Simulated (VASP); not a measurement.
Here is the system:

```xyz
1
Lattice="-2.8250 2.8250 2.8250 2.8250 -2.8250 2.8250 2.8250 2.8250 -2.8250" Properties=species:S:1:pos:R:3 pbc="T T T"
Rb     0.0000     0.0000     0.0000
```

These are TPSS meta-GGA, VASP's PBE PAW potentials (set 64) (plane waves; VASP) values and carry that method's errors. Numerical set-up: 520 eV cut-off, 8×8×8 Γ-centred mesh, first-order Methfessel-Paxton smearing of 0.10 eV, potentials Rb_sv.

Energy and stress use the plane-wave basis of the starting cell.

The ions, cell shape and volume are relaxed. Which structure does the run end with?

```xyz
1
Lattice="-2.8905 2.8905 2.8905 2.8905 -2.8905 2.8905 2.8905 2.8905 -2.8905" Properties=species:S:1:pos:R:3 pbc="T T T"
Rb     0.0000     0.0000     0.0000
```
Space group Im-3m (229), at a tolerance of 0.03 Å.

How do energy and volume change from the first to the last step?

The energy (σ→0) changes by -3.7 meV/atom and the volume by +7.1 %, in 5 ionic steps.

The compound is Rb in the bcc structure. This run relaxes it. Symmetry was kept, so distortions that lower it aren't found.
